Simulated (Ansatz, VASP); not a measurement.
# ZnS: VASP beside Ansatz, part 2 of 3

One calculation is typed for both programs; each brings its own data sets. How far apart do they land? The cell is taken from a series of runs on this material, whose earlier steps may have relaxed, scaled, displaced or heated it; both programs get it as it stands.

VASP 6.6.1 and Ansatz 0.2.0.

So far: The starting structure; VASP: zone-centre phonons, LDA, pair 1.

## Step 3: Ansatz: zone-centre phonons, LDA, pair 1

Level of this step: Ansatz beside VASP: Kohn-Sham DFT, plane waves, LDA (Ansatz).

Ansatz runs on its PAW soft_1 files.

The same cell, functional (in two slightly different forms) and mesh now go to Ansatz, which takes its cutoff from its data sets.

Contents of input.yaml:

```yaml
crystal:
  lattice:
    - [0.0, 2.5569612983, 2.5569612983]
    - [2.5569612983, 0.0, 2.5569612983]
    - [2.5569612983, 2.5569612983, 0.0]
  atoms:
    - { symbol: S, position: [0.0, 0.0, 0.0] }
    - { symbol: Zn, position: [0.75, 0.75, 0.75] }
kpoints:
  mp_grid: { grid: [12, 12, 12] }
hamiltonian:
  xc: lda
  pseudopotentials: { kind: paw, azcp: { folder: soft_1 }, xc_functional: pbe }
scf:
  occupations: { method: fixed }
output:
  eigenvalues: true
phonons:
  method: dfpt
  dielectric: true
  rigid_motions: translations
```

Started as:

```console
$ ansatz run input.yaml --threads 4 --pin off --max-ram 10240MiB --backend cpu --events-out ev --progress --plain --runs-dir out
```

Numbers of over 12 decimals in the logs are rounded to 6 here.

Log:

```text
Engine: ansatz 0.2.0, x86_64-unknown-linux-gnu
Pseudopotentials: kind: paw
Pseudopotential: S, paw, valence charge 6, recommended cutoff 420 eV (normal), soft_1/S.paw.azcp
Pseudopotential: Zn, paw, valence charge 12, recommended cutoff 420 eV (normal), soft_1/Zn.paw.azcp
Functional definition: SPW92
  exchange = slater_x
  correlation = pw_c
Crystal: 2 atoms, lattice volume = 33.435 Å³
Basis set: ecut = 420 eV, 645 PW (Γ), exchange–correlation on 50×50×50 points (8 copies of the dense FFT grid, shifted against one another)
Bands: 13, of which v1, the nominal top of the filled ones, is band 9 counted from 1 (8 counted from 0)
Symmetry: 24 space group operations
k-points: 280 of 1728 (irreducible under 4 space group operations, time reversal used)
Non-local potential: S, projectors of the file, l = 0: 2, l = 1: 2, l = 2: 1
Non-local potential: Zn, projectors of the file, l = 0: 2, l = 1: 2, l = 2: 3, l = 3: 1
PAW form: soft (Blöchl's): semilocal exchange-correlation on the pseudo side does not see the compensation charge
PAW frozen core: S, regenerated for the run's functional, and the local potential with it (the file was generated under x = pbe(κ = 0.804, μ = 0.219515), c = pbe(β = 0.066725))
PAW frozen core: Zn, regenerated for the run's functional, and the local potential with it (the file was generated under x = pbe(κ = 0.804, μ = 0.219515), c = pbe(β = 0.066725))
PAW one-centre angular grid: S, 110 points (default); XC on 64 Gauss nodes
PAW one-centre angular grid: Zn, 590 points (default); XC on 64 Gauss nodes
Initial density: superposition of atomic densities (chi_scale 0.1, normalization cell, long waves kept (reshape's long-wave potential 0.00 eV rms))
Initial wavefunctions: pseudopotential atomic-orbital guess
Functional: x = slater, c = lda
SCF iter   1: F=—  HF=-4117.434390 eV  |F-HF|=—  |Δ(HF+E_count)|=         —  Δρ=3.89e-2  dr2=3.55e-1  ethr=3.10e-3  ⟨swp⟩=5.1  Hψ=21870  notcnv=0  defer=521
preconditioner: auto → none  [insulator: Δε(μ)=2.892 eV  Ē_g=13.305 eV  n_scr=14 (ndim 8)  ℏωp=27.2 eV  f_vac=0.000  ε∞_Penn≈5.2]
SCF iter   2: F=—  HF=-4117.334569 eV  |F-HF|=—  |Δ(HF+E_count)|=   9.98e-2  Δρ=1.53e-2  dr2=3.85e-2  ethr=1.97e-3  ⟨swp⟩=3.0  Hψ=8733  notcnv=0  defer=538
SCF iter   3: F=—  HF=-4117.325939 eV  |F-HF|=—  |Δ(HF+E_count)|=   8.63e-3  Δρ=9.64e-3  dr2=1.50e-2  ethr=2.14e-4  ⟨swp⟩=2.0  Hψ=6450  notcnv=0  defer=550
SCF iter   4: F=—  HF=-4117.321996 eV  |F-HF|=—  |Δ(HF+E_count)|=   3.94e-3  Δρ=3.12e-3  dr2=2.10e-3  ethr=8.34e-5  ⟨swp⟩=2.0  Hψ=8689  notcnv=0  defer=552
SCF iter   5: F=—  HF=-4117.321509 eV  |F-HF|=—  |Δ(HF+E_count)|=   4.87e-4  Δρ=6.86e-4  dr2=9.33e-5  ethr=1.17e-5  ⟨swp⟩=2.0  Hψ=6394  notcnv=0  defer=550
SCF iter   6: F=—  HF=-4117.321507 eV  |F-HF|=—  |Δ(HF+E_count)|=   2.13e-6  Δρ=2.12e-4  dr2=6.91e-6  ethr=5.18e-7  ⟨swp⟩=2.5  Hψ=6218  notcnv=0  defer=26
SCF iter   7: F=—  HF=-4117.321505 eV  |F-HF|=—  |Δ(HF+E_count)|=   2.50e-6  Δρ=1.38e-5  dr2=2.69e-8  ethr=3.84e-8  ⟨swp⟩=2.0  Hψ=5503  notcnv=0
SCF iter   8: F=—  HF=-4117.321504 eV  |F-HF|=—  |Δ(HF+E_count)|=   3.57e-7  Δρ=1.56e-6  dr2=3.86e-10  ethr=1.49e-10  ⟨swp⟩=3.3  Hψ=7926  notcnv=0
SCF iter   9: F=-4117.321504 eV  HF=-4117.321504 eV  |F-HF|=1.55e-11  |Δ(HF+E_count)|=  2.05e-10  Δρ=2.02e-7  dr2=7.00e-12  ethr=1.00e-12  ⟨swp⟩=8.8  Hψ=25928  notcnv=0
SCF 1 converged in 9 iterations: F = -4117.321504 eV  dr2 = 7.00e-12
  greatest PAW one-centre occupation: 0.982 electrons in one spin orbital (limit 2), on the Zn atom at site 1 (counted from 0), in its partial waves of l = 2
NSCF: frozen V_eff on 1 k-points
DFPT response loops at Γ: preconditioner auto → none (the input reference at scf.mixing.eps_inf says where Resta's filter doesn't serve); β = 0.50; Broyden in place of MSR1
── the response to a field inside a basis, on 12×12×12 k-points: an SCF that follows is theirs, and a resumed run solves both again ──
Bands: 10, of which v1, the nominal top of the filled ones, is band 9 counted from 1 (8 counted from 0)
k-points: 182 of 1728 (irreducible under 6 space group operations, time reversal used)
Initial density: handed on by an earlier stage of this run
Initial wavefunctions: pseudopotential atomic-orbital guess (no wavefunctions were taken with the density)
Eigensolver: Dense (182 Hₖ)
SCF iter   1: F=—  HF=-4117.321757 eV  |F-HF|=—  |Δ(HF+E_count)|=         —  Δρ=2.60e-4  dr2=4.62e-6  ethr=1.00e-1
preconditioner: auto → none  [insulator: Δε(μ)=2.774 eV  Ē_g=10.631 eV  n_scr=14 (ndim 8)  ℏωp=27.2 eV  f_vac=0.003  ε∞_Penn≈7.6]
SCF iter   2: F=—  HF=-4117.321758 eV  |F-HF|=—  |Δ(HF+E_count)|=   4.52e-7  Δρ=2.12e-4  dr2=5.47e-6  ethr=2.57e-8
SCF iter   3: F=—  HF=-4117.321761 eV  |F-HF|=—  |Δ(HF+E_count)|=   3.00e-6  Δρ=1.79e-4  dr2=6.17e-6  ethr=2.57e-8
SCF iter   4: F=-4117.321758 eV  HF=-4117.321758 eV  |F-HF|=4.88e-10  |Δ(HF+E_count)|=   2.90e-6  Δρ=6.70e-6  dr2=4.82e-9  ethr=2.57e-8
SCF 1 converged in 4 iterations: F = -4117.321758 eV  dr2 = 4.82e-9
DFPT response loops at Γ: mixed as the last ones told, above
SCF converged after 9 iterations
Free energy (F): -4117.321504 eV
Harris-Foulkes:  -4117.321504 eV  (|F-HF|=1.55e-11)
Internal energy: -4117.321504 eV  (E = F + TS)
E sigma→0 (E₀):  -4117.321504 eV
Fermi energy:    7.852038 eV
--- Per-component energies (eV) ---
  E_band       = 28.178678
  E_kinetic    = 259.938053
  E_local      = -2163.607147  (includes V_loc(G=0)·N_el)
  E_nonlocal   = 857.102915
  E_hartree    = 822.409663
  E_xc         = -168.606171
  E_vxc        = -137.961989  (∫ρ·V_xc dr)
  E_paw        = -2401.794073  (= ΣΔE_a)
  E_vpaw       = -432.112068  (= ΣTr[D̂ρ^β])
  E_aug_tail   = -0.000267  (compensation charges beyond the density's cutoff)
  E_ewald      = -1324.474819
  E_core_change = 1.710341  (= ΣΔE_core)
  E_smearing   = -0.000000  (= −TS)
  E_closure    = -0.000000  (closes the sum)
  Σ components = -4117.321504   (vs F -4117.321504, Δ=0.00e0)
--- Band table (eV; the first three rows and the last of 280) ---
  k-point 0: bands = [... 5 lower, 1.2418, 7.8520, 7.8520, 7.8520, 10.4564, 13.8896, 13.8896, 13.8896]
  k-point 1: bands = [... 5 lower, 1.2401, 7.1847, 7.7572, 7.7572, 10.9264, 13.8703, 14.0419, 14.0419]
  k-point 2: bands = [... 5 lower, 1.2380, 5.8972, 7.5167, 7.5167, 11.4787, 14.1408, 14.3838, 14.3838]
  k-point 279: bands = [... 5 lower, 1.8520, 2.3192, 4.1380, 4.3870, 13.3072, 14.4339, 15.7316, 15.8221]
--- Phonons (Γ-DFPT): 2 representative perturbations + reference, on 280 of 1728 k-points (Σ response iterations 6) ---
  k mesh reduced under 4 symmetry operations, with k and −k counted as one. Each operation leaves every solved perturbation unchanged. A smaller set is not considered because the run solves the response to a homogeneous field
  ASR residual: 1.687e-4 → 0.000e0 eV/Å²; symmetrization residual: 5.419e-7 eV/Å²
  ASR residual per site (eV/Å²): 4.64e-6 1.69e-4
  Γ frequencies (cm⁻¹): 0.00 0.00 0.00 346.33 346.33 346.33
  ε∞ (high-frequency dielectric tensor):
        6.200751     0.000000     0.000000
        0.000000     6.200751     0.000000
        0.000000     0.000000     6.200751
  ε⁰ (static dielectric tensor: ions relaxed, cell fixed):
        7.937392     0.000000     0.000000
        0.000000     7.937392     0.000000
        0.000000     0.000000     7.937392
  ε⁰ − ε∞ (ionic part):
        1.736640     0.000000    -0.000000
        0.000000     1.736640     0.000000
       -0.000000     0.000000     1.736640
  softest optical mode at Γ: 346.33 cm⁻¹; the repairs (sum rule, projections) moved no ω² at Γ by more than (0.85 cm⁻¹)²
  Born effective charges Z* (e; rows j = field, columns β = displacement):
    site 0:
        -1.74490    0.00000   -0.00000
        -0.00000   -1.74490    0.00000
         0.00000   -0.00000   -1.74490
    site 1:
         1.74490   -0.00000    0.00000
         0.00000    1.74490   -0.00000
        -0.00000    0.00000    1.74490
  Z* charge neutrality: 3.932e-7 e pre-enforcement
  solved inside a basis spanned on kpoints, on 12×12×12 k-points, its susceptibility summed on 16×16×16: ε∞ is read to err by 1.6e-2, Z* by 1.2e-2 e (field_mesh: kpoints solves on kpoints); Z* is corrected for what the basis lacks
  optical modes at Γ without the LO–TO term, one row a degenerate level:
      ω (cm⁻¹)  modes    IR ((D/Å)²/amu)
        346.33      3             9.7961
  optical modes at Γ + LO–TO along q̂ = [1.0000, 0.0000, 0.0000]:
      ω (cm⁻¹)  modes    IR ((D/Å)²/amu)
        346.33      2             6.5307
        391.84      1             3.2654
  optical modes at Γ + LO–TO along q̂ = [0.0000, 1.0000, 0.0000]:
      ω (cm⁻¹)  modes    IR ((D/Å)²/amu)
        346.33      2             6.5307
        391.84      1             3.2654
  optical modes at Γ + LO–TO along q̂ = [0.0000, 0.0000, 1.0000]:
      ω (cm⁻¹)  modes    IR ((D/Å)²/amu)
        346.33      2             6.5307
        391.84      1             3.2654
```

## Step 4: Side by side

Known differences besides the potentials themselves: the two LDA forms differ slightly; fixed occupations in Ansatz, narrow Gaussian smearing in VASP; VASP's response is taken on the typed mesh, Ansatz refines its own for the field response alone; the cutoff is 420 eV in Ansatz and 500 eV in VASP; VASP's log shows a relativistic correction to its local exchange, Ansatz's none. Total energies have different zeros and are not compared.

Compared:

| quantity | Ansatz | VASP | difference |
| --- | --- | --- | --- |
| ε∞ xx | 6.20 | 6.15 | +0.88 % |
| ε∞ yy | 6.20 | 6.15 | +0.88 % |
| ε∞ zz | 6.20 | 6.15 | +0.88 % |
| Born charge of S1 (mean of the diagonal) (e) | -1.74 | -1.76 | +0.02 |
| Born charge of Zn2 (mean of the diagonal) (e) | 1.74 | 1.76 | -0.02 |
| optical mode 1 to 3 (cm⁻¹) | 346.3 | 348.2 | -0.53 % |

Modes are paired by rising frequency, not by their patterns, so a pair may set unlike modes beside each other; they are those without the splitting of longitudinal modes.

## Step 5: Ansatz: zone-centre phonons, LDA, pair 2

Second derivatives magnify differences that forces hide, and they need a tight electronic threshold. The cell compared in this pair holds 34.18 Å³, against 33.44 Å³ for the pair before.

The cell is taken from a series of runs on this material, whose earlier steps may have relaxed, scaled, displaced or heated it; both programs get it as it stands.

input.yaml, the sections that differ from step 3:

```yaml
crystal:
  lattice:
    - [0.0, 2.5757631595, 2.5757631595]
    - [2.5757631595, 0.0, 2.5757631595]
    - [2.5757631595, 2.5757631595, 0.0]
  atoms:
    - { symbol: S, position: [0.0, 0.0, 0.0] }
    - { symbol: Zn, position: [0.75, 0.75, 0.75] }
# kpoints, hamiltonian, scf, output, phonons: as in step 3
```

Log:

```text
[...]
Crystal: 2 atoms, lattice volume = 34.178 Å³
Basis set: ecut = 420 eV, 645 PW (Γ), exchange–correlation on 50×50×50 points (8 copies of the dense FFT grid, shifted against one another)
Bands: 13, of which v1, the nominal top of the filled ones, is band 9 counted from 1 (8 counted from 0)
Symmetry: 24 space group operations
k-points: 280 of 1728 (irreducible under 4 space group operations, time reversal used)
[...]
optical modes at Γ + LO–TO along q̂ = [1.0000, 0.0000, 0.0000]:
      ω (cm⁻¹)  modes    IR ((D/Å)²/amu)
[...]
optical modes at Γ + LO–TO along q̂ = [0.0000, 1.0000, 0.0000]:
      ω (cm⁻¹)  modes    IR ((D/Å)²/amu)
        334.28      2             6.7780
        382.01      1             3.3890
  optical modes at Γ + LO–TO along q̂ = [0.0000, 0.0000, 1.0000]:
      ω (cm⁻¹)  modes    IR ((D/Å)²/amu)
        334.28      2             6.7780
        382.01      1             3.3890
[key lines of the parts left out:]
SCF converged after 9 iterations
Free energy (F): -4117.368160 eV
Fermi energy:    7.512696 eV
```

## Step 6: VASP: zone-centre phonons, LDA, pair 2

The same cell, functional (in two slightly different forms) and mesh now go to VASP, with its own data sets.

Contents of INCAR:

```
SYSTEM = ZnS
PREC = Accurate
ENCUT = 500
EDIFF = 1E-08
NELM = 120
ISMEAR = 0
SIGMA = 0.01
LREAL = .FALSE.
ALGO = Normal
GGA = CA
NBANDS = 15
LORBIT = 11
LWAVE = .FALSE.
LCHARG = .FALSE.
ISIF = 2
IBRION = 8
LEPSILON = .TRUE.
LASPH = .TRUE.
GGA_COMPAT = .FALSE.
EFERMI = MIDGAP
KPAR = 2
```

Contents of POSCAR:

```
ZnS
1.0
    0.0000000000      2.5757631595      2.5757631595
    2.5757631595      0.0000000000      2.5757631595
    2.5757631595      2.5757631595      0.0000000000
S Zn
1 1
Direct
    0.0000000000      0.0000000000      0.0000000000
    0.7500000000      0.7500000000      0.7500000000
```

Contents of KPOINTS:

```
Automatic mesh
0
Gamma
12 12 12
0 0 0
```

The projector-augmented-wave data sets are S and Zn (LDA family, release 64).

Started as:

```console
$ mpirun -np 2 vasp_std
```

Log:

```text
[... set-up lines as in an earlier step ...]
 entering main loop
       N       E                     dE             d eps       ncg     rms          rms(c)
DAV:   1     0.808935589458E+02    0.80894E+02   -0.85700E+03  2160   0.145E+03
DAV:   2    -0.340900732190E+01   -0.84303E+02   -0.79334E+02  2440   0.270E+02
DAV:   3    -0.854290810438E+01   -0.51339E+01   -0.51079E+01  2664   0.639E+01
DAV:   4    -0.859517967162E+01   -0.52272E-01   -0.52255E-01  2573   0.668E+00
[...]
DAV:  12    -0.812689121313E+01    0.69661E-06   -0.22433E-06  3271   0.276E-02    0.434E-03
DAV:  13    -0.812689123511E+01   -0.21986E-07   -0.25948E-07  2587   0.517E-03    0.238E-03
DAV:  14    -0.812689123273E+01    0.23824E-08   -0.12989E-08  1801   0.862E-04
   1 F= -.81268912E+01 E0= -.81268912E+01  d E =0.000000E+00
 Linear response reoptimize wavefunctions to high precision
DAV:   1    -0.812689123268E+01    0.47748E-10   -0.15822E-09  2021   0.704E-04
DAV:   2    -0.812689123274E+01   -0.54342E-10   -0.46534E-10  1290   0.169E-04
 Linear response G [H, r] |phi>, progress :
  Direction:   1
[...]
RMM:  11    -0.103617326202E+00    0.25179E-09    0.28122E-10 15606   0.168E-05    0.506E-06
 first order change of Fermi-energy   0.28193E+00
 force on displaced ion       1 direction 1 :  -8.937   0.000   0.000
 Born effective charge ion    1 direction 1 :  -1.793   0.000   0.000
 Linear response progress:
  Degree of freedom:   2/  2
       N       E                     dE             d eps       ncg     rms          rms(c)
RMM:   1    -0.212125132247E+00   -0.21213E+00    0.17558E-02 11990   0.229E+00
RMM:   2    -0.210047069125E+00    0.20781E-02   -0.32301E-03 13367   0.534E-01    0.143E-01
RMM:   3    -0.209897342315E+00    0.14973E-03   -0.91849E-05 15873   0.799E-02    0.839E-02
RMM:   4    -0.209717933851E+00    0.17941E-03   -0.17807E-05 15914   0.333E-02    0.541E-03
[...]
RMM:   9    -0.209729926517E+00    0.17850E-06    0.13648E-09 16712   0.484E-05    0.204E-05
RMM:  10    -0.209729859985E+00    0.66532E-07   -0.17127E-10 16490   0.181E-05    0.146E-06
RMM:  11    -0.209729863172E+00   -0.31879E-08   -0.51348E-10 13572   0.644E-06    0.785E-07
 first order change of Fermi-energy  -0.28168E+00
 force on displaced ion       2 direction 1 :  -8.927   0.000   0.000
 Born effective charge ion    2 direction 1 :   1.793   0.000   0.000
 Born effective charges drift removed
 Linear response finished
```

From OUTCAR (step 6):

```text
  Total        1.9234271      1.9234271      1.9234271      0.0000000      0.0000000      0.0000000
  in kB       90.1651159     90.1651159     90.1651159      0.0000000      0.0000000      0.0000000
  external PRESSURE =      90.1651159 kB  Pullay stress =       0.0000000 kB

 POSITION                                       TOTAL-FORCE (eV/Angst)
 -----------------------------------------------------------------------------------
      0.00000      0.00000      0.00000        -0.000000     -0.000000     -0.000000
      3.86364      3.86364      3.86364         0.000000      0.000000      0.000000
 -----------------------------------------------------------------------------------
    total drift:                                0.000001      0.000001      0.000000

 MACROSCOPIC STATIC DIELECTRIC TENSOR (including local field effects in DFT)
 ------------------------------------------------------
           6.132846    -0.000000    -0.000000
          -0.000000     6.132846     0.000000
           0.000000    -0.000000     6.132846
 ------------------------------------------------------

 MACROSCOPIC STATIC DIELECTRIC TENSOR IONIC CONTRIBUTION
 ------------------------------------------------------
           1.905414    -0.000000     0.000000
          -0.000000     1.905414    -0.000000
           0.000000    -0.000000     1.905414
 ------------------------------------------------------

[... 1 part as in an earlier step ...]

[... 1 further part left out ...]
```

## Step 7: Side by side

The two programs side by side:

| quantity | Ansatz | VASP | difference |
| --- | --- | --- | --- |
| ε∞ xx | 6.19 | 6.13 | +0.86 % |
| ε∞ yy | 6.19 | 6.13 | +0.86 % |
| ε∞ zz | 6.19 | 6.13 | +0.86 % |
| Born charge of S1 (mean of the diagonal) (e) | -1.78 | -1.79 | +0.02 |
| Born charge of Zn2 (mean of the diagonal) (e) | 1.78 | 1.79 | -0.02 |
| optical mode 1 to 3 (cm⁻¹) | 334.3 | 336.0 | -0.52 % |

Modes are paired by rising frequency, not by their patterns, so a pair may set unlike modes beside each other; they are those without the splitting of longitudinal modes.

(Part 2 of 3 ends here.)

[Lines on the potential files, build, host, timing and source positions are cut from VASP's logs without a mark.]

[Logs are printed without paths, hosts, clocks, repeated set-up lines and the standing remarks that a program may print on its own settings, such as how far it seeks lower states.]

[Hosts, paths, dates, database ids (printed as entryN), source tags and the programs' standing remarks are cut or masked in the printed files.]
